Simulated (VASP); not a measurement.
Output of a VASP run:

File OSZICAR:
```
       N       E                     dE             d eps       ncg     rms          rms(c)
DAV:   1     0.107856516186E+03    0.10786E+03   -0.72121E+03  2016   0.118E+03
DAV:   2    -0.841973916593E+01   -0.11628E+03   -0.11272E+03  2072   0.325E+02
DAV:   3    -0.174449428188E+02   -0.90252E+01   -0.88564E+01  3048   0.899E+01
DAV:   4    -0.178814381418E+02   -0.43650E+00   -0.43534E+00  2712   0.181E+01
DAV:   5    -0.178972088956E+02   -0.15771E-01   -0.15776E-01  3044   0.309E+00    0.119E+01
DAV:   6    -0.151639015751E+02    0.27333E+01   -0.20678E+01  2692   0.487E+01    0.533E+00
DAV:   7    -0.150270338536E+02    0.13687E+00   -0.27452E+00  2588   0.191E+01    0.306E+00
DAV:   8    -0.150433457901E+02   -0.16312E-01   -0.37210E-01  2708   0.646E+00    0.108E+00
DAV:   9    -0.150194916324E+02    0.23854E-01   -0.12536E-01  2648   0.403E+00    0.196E-01
DAV:  10    -0.150200010829E+02   -0.50945E-03   -0.40787E-03  2792   0.574E-01    0.166E-01
DAV:  11    -0.150203609085E+02   -0.35983E-03   -0.22215E-03  3008   0.538E-01    0.137E-01
DAV:  12    -0.150200471770E+02    0.31373E-03   -0.16138E-03  2988   0.434E-01    0.673E-03
DAV:  13    -0.150200497472E+02   -0.25702E-05   -0.25018E-05  2632   0.467E-02    0.252E-03
DAV:  14    -0.150200504025E+02   -0.65525E-06   -0.24220E-06  2804   0.162E-02    0.200E-03
DAV:  15    -0.150200500801E+02    0.32238E-06   -0.25329E-07  2528   0.401E-03    0.179E-03
DAV:  16    -0.150200500803E+02   -0.22374E-09   -0.13169E-08  1500   0.137E-03
   1 F= -.15020050E+02 E0= -.15020050E+02  d E =0.000000E+00
```

**OUTCAR**
```
------------------------ aborting loop because EDIFF is reached ----------------------------------------
  FORCE on cell =-STRESS in cart. coord.  units (eV):
  Direction    XX          YY          ZZ          XY          YZ          ZX
  --------------------------------------------------------------------------------------
  Total        0.0041665      0.0041665      0.0041665      0.0000000     -0.0000000      0.0000000
  in kB        0.1617547      0.1617547      0.1617547      0.0000000     -0.0000000      0.0000000
  external PRESSURE =       0.1617547 kB  Pullay stress =       0.0000000 kB
  volume of cell :       41.27
      direct lattice vectors                 reciprocal lattice vectors
     0.000000000  2.742829960  2.742829960    -0.182293473  0.182293473  0.182293473
     2.742829960  0.000000000  2.742829960     0.182293473 -0.182293473  0.182293473
     2.742829960  2.742829960  0.000000000     0.182293473  0.182293473 -0.182293473
 POSITION                                       TOTAL-FORCE (eV/Angst)
 -----------------------------------------------------------------------------------
      0.00000      0.00000      0.00000        -0.000000     -0.000000     -0.000000
      1.37141      1.37141      1.37141         0.000000      0.000000      0.000000
 -----------------------------------------------------------------------------------
    total drift:                                0.000000      0.000000      0.000000
  FREE ENERGIE OF THE ION-ELECTRON SYSTEM (eV)
  ---------------------------------------------------
  free  energy   TOTEN  =       -15.0200500803 eV

  energy  without entropy=      -15.0200500803  energy(sigma->0) =      -15.02005008

 total charge

# of ion       s       p       d       tot
------------------------------------------
    1        2.199   6.133   1.929  10.260
    2        1.041   1.577   0.000   2.618
--------------------------------------------------
tot          3.240   7.710   1.929  12.879
```
(Selected blocks of OUTCAR.)

**POSCAR**
```
TiP
1
   -0.0000000000     2.7428299602     2.7428299602
    2.7428299602     0.0000000000     2.7428299602
    2.7428299602     2.7428299602    -0.0000000000
Ti P
1 1
Direct
  0.0000000000   0.0000000000   0.0000000000
  0.2500000000   0.2500000000   0.2500000000
```

Problem. Write an INCAR and KPOINTS that could have produced this output.

Solution. Several could match; the one computed here: the input of the run itself, PBEsol GGA, plane waves, VASP's PBE PAW potentials (set 64).

KPOINTS:
```
K-points
0
Gamma
  13 13 13
0 0 0
```

**INCAR**
```
ALGO=Normal
EDIFF=1E-7
ENCUT=400
GGA=PS
ISIF=2
ISMEAR=-5
LASPH=.TRUE.
LCHARG=.TRUE.
LMAXMIX=4
LORBIT=11
LREAL=.FALSE.
LWAVE=.FALSE.
NEDOS=601
NELM=100
PREC=Accurate
SYSTEM=TiP
```

POTCAR, in this order: Ti_sv P (PBE.64 set). Program: vasp_std.

For a metal the tetrahedron method with Blöchl corrections gives inexact stress and forces.

The structure was generated: TiP was put into the zinc blende type (F-43m), which need not be its known phase. It was relaxed first, which changed the volume by -30 %. The electron count is odd and the run is not spin-polarised, which forces a metal.
